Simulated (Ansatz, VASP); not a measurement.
# Sc3Mo in VASP and in Ansatz

```
Sc Mo
1.0
     0.00000    4.38110    4.38110
     4.38110    0.00000    4.38110
     4.38110    4.38110    0.00000
Sc Mo
6 2
Cartesian
  2.4184 4.3811 4.3811
  4.3811 2.4184 4.3811
  6.3438 4.3811 4.3811
  4.3811 6.3438 4.3811
  4.3811 4.3811 2.4184
  4.3811 4.3811 6.3438
  0.0000 0.0000 0.0000
  4.3811 4.3811 4.3811
```

Change from the starting cell: species swapped into the SnF3 type (Fm-3m, No. 225).

Alike in both runs: task single point; functional PBE; k mesh 4 × 4 × 4; occupations gaussian, width 0.1 eV; no spin polarisation.

|  | VASP | Ansatz |
| --- | --- | --- |
| version | VASP 6.6.1 | Ansatz 0.2.0 |
| potentials or method | VASP PAW PBE potentials, release 64 (Sc_sv, Mo_sv) | scalar-relativistic, plane waves, PAW |
| plane-wave cutoff (eV) | 520 | 420 |
| valence electrons in the cell | 94 | 94 |

```tsv
	VASP	Ansatz	Ansatz less VASP
gap on the k mesh at the Fermi level (eV)	none	none	-
rms of the force components (eV/Å)	6.646	6.252	-0.3935
```

Atom by atom the forces differ by 0.394 eV/Å (rms over components). A gap of «none» marks a metal or a gap that the smearing closes.

Caveats: forces of over 1 eV/Å show positions far from the minimum, so gaps and moduli don't describe the material at rest.
